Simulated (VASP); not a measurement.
Here is the system:

```xyz
2
Lattice="0.0000 3.4132 3.4132 3.4132 0.0000 3.4132 3.4132 3.4132 0.0000" Properties=species:S:1:pos:R:3 pbc="T T T"
K      0.0000     0.0000     0.0000
I      3.4132     3.4132     3.4132
```

Method: LDA (Ceperley-Alder, Perdew-Zunger), VASP's LDA PAW potentials (set 64) (plane waves; VASP). Run with 400 eV cut-off, 7×7×7 Γ-centred mesh, Gaussian smearing of 0.010 eV, potentials K_sv I.

Q: The job: KI (rock salt), 2 atoms, LDA, DFPT for ε, Born charges and Γ modes, 400 eV, 7×7×7 Γ-centred mesh. Roughly how much core time does it take on a busy server core?

A: About 4 core-minutes (one run on a shared machine, a rough figure). It had 20 irreducible k-points, 12 bands, up to 1464 plane waves and 218 electronic steps.

The compound is KI in the rock salt structure. It was relaxed first, which changed the volume by -10 %.
